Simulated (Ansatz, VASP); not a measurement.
# Ga4AsN3 in VASP and in Ansatz

INCAR

```
ALGO = Normal ; EDIFF = 1E-7
ENCUT = 520 ; GGA = PE
ISIF = 2 ; ISMEAR = -1
LASPH = T ; LCHARG = F
LREAL = F ; LWAVE = F
NBANDS = 46 ; NELM = 100
PREC = Accurate ; SIGMA = 0.02
```

File KPOINTS:

```
k-points
0
Gamma
  4 4 4
```

File POSCAR:

```
Ga4AsN3
1.0
    4.8589668053      0.0000000000      0.0000000000
    0.0000000000      4.8589668053      0.0000000000
    0.0000000000      0.0000000000      4.8589668053
N Ga As
3 4 1
Direct
    0.5000000000      0.0000000000      0.0000000000
    0.0000000000      0.5000000000      0.0000000000
    0.0000000000      0.0000000000      0.5000000000
    0.2270107162      0.7729892838      0.7729892838
    0.7729892838      0.2270107162      0.7729892838
    0.7729892838      0.7729892838      0.2270107162
    0.2270107162      0.2270107162      0.2270107162
    0.5000000000      0.5000000000      0.5000000000
```

Input for Ansatz:

```yaml
crystal:
  lattice:
    - [4.8589668053, 0.0, 0.0]
    - [0.0, 4.8589668053, 0.0]
    - [0.0, 0.0, 4.8589668053]
  atoms:
    - { symbol: "N", position: [0.5, 0.0, 0.0] }
    - { symbol: Ga, position: [0.2270107162, 0.7729892838, 0.7729892838] }
    - { symbol: "N", position: [0.0, 0.5, 0.0] }
    - { symbol: Ga, position: [0.7729892838, 0.2270107162, 0.7729892838] }
    - { symbol: "N", position: [0.0, 0.0, 0.5] }
    - { symbol: Ga, position: [0.7729892838, 0.7729892838, 0.2270107162] }
    - { symbol: As, position: [0.5, 0.5, 0.5] }
    - { symbol: Ga, position: [0.2270107162, 0.2270107162, 0.2270107162] }
kpoints:
  mp_grid: { grid: [4, 4, 4] }
hamiltonian:
  xc: pbe
scf:
  occupations: { method: fermi_dirac, width: 0.02 }
  n_extra_bands: 6
output:
  forces: true
  stress: true
  eigenvalues: true
```

Alike in both runs: task single point; functional PBE; k mesh 4 × 4 × 4; occupations fermi-dirac, width 0.02 eV; no spin polarisation.

```csv
,VASP,Ansatz
version,VASP 6.6.1,Ansatz 0.2.0
potentials or method,"VASP PAW PBE potentials, release 64 (N, Ga_d, As)","plane waves, PAW"
plane-wave cutoff (eV),520,420
valence electrons in the cell,72,82
```

Ansatz gave:

```
pressure (GPa)                     : 0.0
rms of the force components (eV/Å) : 0.016
```

**Question.** What did VASP give for the same quantities?

**Answer.** Pressure (GPa): 0.3; rms of the force components (eV/Å): 0.013.

The functional is the same, so the differences come from potentials, cutoffs and numerics. The two sets of potentials don't hold the same shells in valence.
